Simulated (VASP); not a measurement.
# GaN: structure and properties in VASP, part 6 of 6

Aim: relax GaN, then compute properties on the relaxed cell. The start is a computed cell from the Materials Project.

VASP 6.6.1; r2SCAN with rVV10; plane waves and PAW (Ga_d, N).

So far. Step 12 (Volume scan with r2SCAN + rVV10 (run 6)): The run ends at a pressure of -7.15 GPa.

### 13. Volume scan with r2SCAN + rVV10 (run 7)

A prediction first. A parabola through the 6 pressures of evenly scaled cells so far, P = 0.03 -199.2 t +442 t² GPa with t = ln(V/V₁) and V₁ the volume at scale 1, gives -10.08 GPa at t = +0.0583.

INCAR

```
SYSTEM = GaN
PREC = Accurate
ENCUT = 520
EDIFF = 1E-06
NELM = 100
ISMEAR = 0
SIGMA = 0.05
LREAL = .FALSE.
ALGO = Normal
METAGGA = R2SCAN
LUSE_VDW = .TRUE.
IVDW_NL = 2
BPARAM = 11.95
CPARAM = 0.0093
LASPH = .TRUE.
NBANDS = 15
LORBIT = 11
LWAVE = .FALSE.
LCHARG = .FALSE.
KPAR = 2
ISIF = 2
```

POSCAR

```
GaN
1.0
    0.0000000000      2.2919914379      2.2919914379
    2.2919914379      0.0000000000      2.2919914379
    2.2919914379      2.2919914379      0.0000000000
Ga N
1 1
Direct
    0.0000000000      0.0000000000      0.0000000000
    0.7500000000      0.7500000000      0.7500000000
```

KPOINTS

```
Automatic mesh
0
Gamma
7 7 7
0 0 0
```

PAW data sets: Ga_d and N (PBE family, release 64).

Command:

```sh
mpirun -np 2 vasp_std
```

The program printed:

```text
[... set-up lines as in an earlier step ...]
 entering main loop
       N       E                     dE             d eps       ncg     rms          rms(c)
Total rVV10 correction in eV:      0.4728584    19.3421240
Total rVV10 correction in eV:      0.4728584    19.3421240
DAV:   1     0.799929877720E+02    0.79993E+02   -0.97457E+03   647   0.225E+03
DAV:   2    -0.189301960346E+02   -0.98923E+02   -0.91596E+02   684   0.362E+02
DAV:   3    -0.261069054525E+02   -0.71767E+01   -0.71448E+01   684   0.822E+01
DAV:   4    -0.262010569746E+02   -0.94152E-01   -0.94140E-01   734   0.101E+01
DAV:   5    -0.262023028440E+02   -0.12459E-02   -0.12458E-02   747   0.107E+00    0.692E+00
Total rVV10 correction in eV:      0.4923487    19.3421223
Total rVV10 correction in eV:      0.4923487    19.3421223
DAV:   6    -0.212706244154E+02    0.49317E+01   -0.37157E+00   886   0.420E+01    0.244E+00
Total rVV10 correction in eV:      0.4973365    19.3421224
Total rVV10 correction in eV:      0.4973365    19.3421224
DAV:   7    -0.213474662498E+02   -0.76842E-01   -0.37420E-01   684   0.730E+00    0.169E+00
[...]
Total rVV10 correction in eV:      0.5048852    19.3421224
Total rVV10 correction in eV:      0.5048852    19.3421224
DAV:  16    -0.213558555493E+02    0.20441E-04   -0.17155E-05   914   0.669E-02    0.278E-02
Total rVV10 correction in eV:      0.5049234    19.3421224
Total rVV10 correction in eV:      0.5049234    19.3421224
DAV:  17    -0.213558446189E+02    0.10930E-04   -0.93567E-06   920   0.496E-02    0.147E-02
Total rVV10 correction in eV:      0.5049420    19.3421224
Total rVV10 correction in eV:      0.5049420    19.3421224
DAV:  18    -0.213558421735E+02    0.24454E-05   -0.19286E-06   496   0.246E-02    0.955E-03
Total rVV10 correction in eV:      0.5049668    19.3421224
Total rVV10 correction in eV:      0.5049668    19.3421224
DAV:  19    -0.213558388571E+02    0.33164E-05   -0.36110E-06   687   0.295E-02    0.162E-03
Total rVV10 correction in eV:      0.5049698    19.3421224
Total rVV10 correction in eV:      0.5049698    19.3421224
DAV:  20    -0.213558388181E+02    0.38974E-07   -0.68189E-07   349   0.763E-03
Total rVV10 correction in eV:      0.5049695    19.3421224
Total rVV10 correction in eV:      0.5049695    19.3421224
Total rVV10 correction in eV:      0.5049694    19.3421224
Total rVV10 correction in eV:      0.5049694    19.3421224
   1 F= -.21355839E+02 E0= -.21355839E+02  d E =-.472567E-15
```

The job ended after 28 s (2 MPI ranks of Intel Xeon 6975P-C (Granite Rapids), shared host; peak memory 0.39 GiB).

Parts of OUTCAR (step 13):

```text
  Total       -1.5310357     -1.5310357     -1.5310357     -0.0000000     -0.0000000     -0.0000000
  in kB     -101.8654539   -101.8654539   -101.8654539     -0.0000000     -0.0000000     -0.0000000
  external PRESSURE =    -101.8654539 kB  Pullay stress =       0.0000000 kB

 POSITION                                       TOTAL-FORCE (eV/Angst)
 -----------------------------------------------------------------------------------
      0.00000      0.00000      0.00000        -0.000000     -0.000000     -0.000000
      3.43799      3.43799      3.43799         0.000000      0.000000      0.000000
 -----------------------------------------------------------------------------------
    total drift:                               -0.000015     -0.000015     -0.000015

  FREE ENERGIE OF THE ION-ELECTRON SYSTEM (eV)
  ---------------------------------------------------
  free  energy   TOTEN  =       -21.3558388181 eV

  energy  without entropy=      -21.3558388181  energy(sigma->0) =      -21.35583882

[... 1 part as in an earlier step ...]

[... 2 further parts left out ...]
[key lines of the parts left out:]
E-fermi :   4.7268
```

The pressure falls from -7.15 to -10.19 GPa. The parabola predicted -10.08 GPa, +0.11 GPa off.

### 14. The series together

Times are for 2 MPI ranks of Intel Xeon 6975P-C (Granite Rapids), shared host. The series side by side:

| no. | volume scale | energy above the lowest point (meV/atom) | pressure (GPa) | gap on the k-mesh (eV) | time | memory (GiB) |
| --- | --- | --- | --- | --- | --- | --- |
| 1 | 0.94 | 29.04 | 14.11 | 2.545 | 21 s | 0.39 |
| 2 | 0.96 | 12.61 | 8.802 | 2.407 | 23 s | 0.39 |
| 3 | 0.98 | 3.2 | 4.224 | 2.268 | 37 s | 0.4 |
| 4 | 1 | 0 | 0.07798 | 2.133 | 28 s | 0.41 |
| 5 | 1.02 | 2.5 | -3.702 | 2.002 | 23 s | 0.39 |
| 6 | 1.04 | 10.11 | -7.146 | 1.873 | 21 s | 0.39 |
| 7 | 1.06 | 22.27 | -10.19 | 1.747 | 28 s | 0.39 |

### 15. Fit for r2SCAN + rVV10

This step: Birch-Murnaghan fit, r2SCAN with rVV10; plane waves and PAW (VASP 6.6.1).

No new run; the numbers come from the runs before.

Numbers from this step:

```yaml
pressure_derivative_of_the_bulk_modulus: 4.223
r_m_s_error_of_the_fit: 1.22e-5 eV/atom
minimum_inside_the_sampled_range: yes
bulk_modulus: 198.5 GPa
equilibrium_volume_of_the_fit: 11.37 Å³/atom
```

Energy above the fitted minimum against volume:

| volume (Å³/atom) | energy above the fitted minimum (eV/atom) |
| --- | --- |
| 10.677 | 0.0290 |
| 10.905 | 0.0126 |
| 11.132 | 0.00319 |
| 11.359 | -1.0e-5 |
| 11.586 | 0.00249 |
| 11.813 | 0.0101 |
| 12.040 | 0.0223 |

The fitted volume lies +0.08 % from the relaxed one.

### 16. Summary of results

| Item | Value |
| --- | --- |
| relaxed volume | 11.36 Å³/atom |
| relaxed conventional cell a, b, c | 4.496, 4.496, 4.496 Å |
| space group after relaxing, within 0.02 Å | F-43m (No. 216) |
| band gap | 2.13 eV, direct |
| gap among the points of the DOS mesh alone, an upper bound | 2.13 eV |
| largest field gradient Vzz | zero within the noise on all sites |
| bulk modulus from the fit | 199 GPa |
| volume from the fit | 11.4 Å³/atom |

In words: With r2SCAN + rVV10, GaN relaxes to 11.36 Å³/atom in space group F-43m (held by the symmetry of the run), has a direct gap of 2.13 eV and has a bulk modulus of 199 GPa. Band structure (r2SCAN + rVV10): The path shows a direct gap of 2.13 eV (valence top at Γ, conduction bottom at Γ). Semilocal functionals usually underestimate gaps. Spin-orbit coupling is left out; it would split some degenerate bands. No search among competing phases was made, and a listed structure need not be the one stable at ambient conditions. All values are for a static lattice at zero temperature.

[Lines on the potential files, build, host, timing and source positions are cut from VASP's logs without a mark.]

[Logs are printed without paths, hosts, clocks, repeated set-up lines and the standing remarks that a program may print on its own settings, such as how far it seeks lower states.]

[Hosts, paths, dates, database ids (printed as entryN), source tags and the programs' standing remarks are cut or masked in the printed files.]

[A measured line is paired with the nearest computed mode of its activity, which favours agreement.]
